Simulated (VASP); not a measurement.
Input:

```yaml
crystal:
  lattice:
    - [1.25545, -2.17450, 0.00000]
    - [1.25545, 2.17450, 0.00000]
    - [0.00000, 0.00000, 6.53662]
  atoms:
    - { symbol: B, position: [0.33333, 0.66667, 0.25000] }
    - { symbol: B, position: [0.66667, 0.33333, 0.75000] }
    - { symbol: N, position: [0.66667, 0.33333, 0.25000] }
    - { symbol: N, position: [0.33333, 0.66667, 0.75000] }
```

Method: rev-vdW-DF2, VASP's PBE PAW potentials (set 64) (plane waves; VASP). Settings: 520 eV cut-off, 10×10×4 Γ-centred mesh, Gaussian smearing of 0.050 eV, potentials B N.

### Question
Predict the energy per atom (σ→0).

### Answer

| Property | Result |
|---|---|
| energy per atom (σ→0) | -7.977 eV/atom |

The absolute energy has meaning only against runs of the same code, potentials and settings.

The compound is BN in the hex structure. It was relaxed first.
